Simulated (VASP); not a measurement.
Here is the system:

```xyz
4
Lattice="2.8735 0.0000 0.0000 -1.4368 2.4885 0.0000 0.0000 0.0000 9.4939" Properties=species:S:1:pos:R:3 pbc="T T T"
Au     0.0000     0.0000     0.0000
Au     0.0000     0.0000     4.7470
Au     0.0000     1.6590     2.3735
Au     1.4368     0.8295     7.1205
```

These are PBEsol GGA, VASP's PBE PAW potentials (set 64) (plane waves; VASP) values and carry that method's errors. Numerical set-up: 400 eV cut-off, 14×14×4 Γ-centred mesh, tetrahedra with Blöchl corrections, potentials Au.

The cores are frozen, which limits the accuracy of field gradients.

Q: Give the principal components of the electric field gradient (V/Å²) and the asymmetry η at each nucleus.

A: 
| atom | Vxx | Vyy | Vzz | η |
|---|---|---|---|---|
| Au1 | -4.4 | -4.4 | 8.7 | 0.00 |
| Au2 | -4.4 | -4.4 | 8.7 | 0.00 |
| Au3 | -7.6 | -7.6 | 15.2 | 0.00 |
| Au4 | -7.6 | -7.6 | 15.2 | 0.00 |

The structure was generated: Au was put into the dhcp type (P6_3/mmc), which need not be its known phase. It was relaxed first.
